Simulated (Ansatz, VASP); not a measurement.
## One calculation of CdGe2, two programs

```
Cd Ge
1.0
     0.00000    3.91181    3.91181
     3.91181    0.00000    3.91181
     3.91181    3.91181    0.00000
Cd Ge
2 4
Direct
  0.00000 0.00000 0.00000
  0.25000 0.25000 0.25000
  0.62500 0.62500 0.62500
  0.12500 0.62500 0.62500
  0.62500 0.62500 0.12500
  0.62500 0.12500 0.62500
```

Alike in both runs: task single point; functional PBE; k mesh 4 × 4 × 4; occupations gaussian, width 0.1 eV; no spin polarisation.

```csv
,VASP,Ansatz
version,VASP 6.6.1,Ansatz 0.2.0
potentials or method,"VASP PAW PBE potentials, release 64 (Cd, Ge_d)","scalar-relativistic, plane waves, PAW"
plane-wave cutoff (eV),520,420
valence electrons in the cell,80,96
```

|  | VASP | Ansatz | Ansatz less VASP |
| --- | --- | --- | --- |
| gap on the k mesh at the Fermi level (eV) | none | none | - |
| pressure (GPa) | 7.2 | 7.0 | -0.16 |

A gap of «none» marks a metal or a gap that the smearing closes. The two sets of potentials don't hold the same shells in valence.
